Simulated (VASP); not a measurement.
Method: r2SCAN meta-GGA, VASP's PBE PAW potentials (set 64) (plane waves; VASP).

VASP input:

### INCAR
```
SYSTEM  =  NiSi2
PREC  =  Accurate; ENCUT  =  520; LREAL  =  .FALSE.
LASPH  =  .TRUE.
EDIFF  =  1E-7; NELM  =  100; ALGO  =  Normal
LMAXMIX  =  4; LMIXTAU  =  .TRUE.
ISMEAR  =  1; SIGMA  =  0.1
METAGGA  =  R2SCAN
ISIF  =  2
LWAVE  =  .FALSE.; LCHARG  =  .FALSE.
```

### POSCAR
```
NiSi2
1
    0.0000000000     2.6399270019     2.6399270019
    2.6399270019     0.0000000000     2.6399270019
    2.6399270019     2.6399270019     0.0000000000
Si Ni
2 1
Direct
  0.2500000000   0.2500000000   0.2500000000
  0.7500000000   0.7500000000   0.7500000000
  0.0000000000   0.0000000000   0.0000000000
```

**KPOINTS**
```
Automatic mesh
0
Gamma
10 10 10
0 0 0
```

POTCAR, in this order: Si Ni (PBE.64 set). Program: vasp_std.

### Question
Predict the energy per atom (σ→0), pressure, band gap (on the k-mesh).

### Answer

```
Quantity                                                    Result
------------------------  ----------------------------------------
energy per atom (σ→0)                              -10.153 eV/atom
band gap (on the k-mesh)  none (metal, semimetal or under 0.01 eV)
pressure                                                 10.83 GPa
```

File OSZICAR:
```
...
DAV:  12    -0.304580484215E+02   -0.98027E-03   -0.18085E-02  1474   0.357E+00    0.570E-02
DAV:  13    -0.304581177724E+02   -0.69351E-04   -0.46531E-04  1505   0.446E-01    0.220E-02
DAV:  14    -0.304580984143E+02    0.19358E-04   -0.32641E-05  1733   0.110E-01    0.786E-03
DAV:  15    -0.304581093434E+02   -0.10929E-04   -0.37760E-06  1509   0.379E-02    0.815E-03
DAV:  16    -0.304580940188E+02    0.15325E-04   -0.25754E-06  1469   0.298E-02    0.140E-03
DAV:  17    -0.304580960503E+02   -0.20315E-05   -0.81515E-08   919   0.365E-03    0.157E-03
DAV:  18    -0.304580961086E+02   -0.58278E-07   -0.16031E-08   751   0.250E-03
   1 F= -.30458096E+02 E0= -.30457816E+02  d E =-.841271E-03
```

The compound is NiSi2 in the fluorite structure. This cell is one point of a volume scan, at 0.94 of the reference volume. The run is not spin-polarised, so no magnetic state was tried.
